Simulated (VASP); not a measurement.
Given:

```
GaN
1.0
    5.19116     0.00000     0.00000
    0.00000     3.18930     0.00000
    0.00000     0.00000    26.04473
Ga N
8 8
Direct
  0.02012   0.00000   0.67394
  0.48859   0.50000   0.64433
  0.00471   0.50000   0.57018
  0.49862   0.00000   0.53582
  0.99862   0.00000   0.46418
  0.50471   0.50000   0.42982
  0.98859   0.50000   0.35567
  0.52012   0.00000   0.32606
  0.36970   0.00000   0.67591
  0.87211   0.50000   0.64346
  0.37731   0.50000   0.56949
  0.87685   0.00000   0.53596
  0.37685   0.00000   0.46404
  0.87731   0.50000   0.43051
  0.37211   0.50000   0.35654
  0.86970   0.00000   0.32409
```

Level of theory: r2SCAN meta-GGA, VASP's PBE PAW potentials (set 64) (plane waves; VASP 6.6.1). Run with PREC = Normal, EDIFF = 1E-5, 450 eV cut-off, 4×6×1 Γ-centred mesh, Gaussian smearing of 0.050 eV, potentials Ga_d N.

Question: The ions are relaxed. Give the cell that the relaxation ends in.

Answer: 
```
GaN
1.0
    5.19116     0.00000     0.00000
    0.00000     3.18930     0.00000
    0.00000     0.00000    26.04473
Ga N
8 8
Direct
  0.02866   0.00000   0.66687
  0.49411   0.50000   0.64555
  0.99909   0.50000   0.56911
  0.49490   0.00000   0.53652
  0.99490   0.00000   0.46348
  0.49909   0.50000   0.43089
  0.99411   0.50000   0.35445
  0.52866   0.00000   0.33313
  0.37485   0.00000   0.67632
  0.86978   0.50000   0.64241
  0.37402   0.50000   0.57103
  0.87258   0.00000   0.53534
  0.37258   0.00000   0.46466
  0.87402   0.50000   0.42897
  0.36978   0.50000   0.35759
  0.87485   0.00000   0.32368
```

Question: How much energy does the relaxation gain?

Answer: The energy (σ→0) changes by -17.2 meV/atom, in 19 ionic steps.

The cell is a thin slab with vacuum, built from GaN (wurtzite): (100) face.
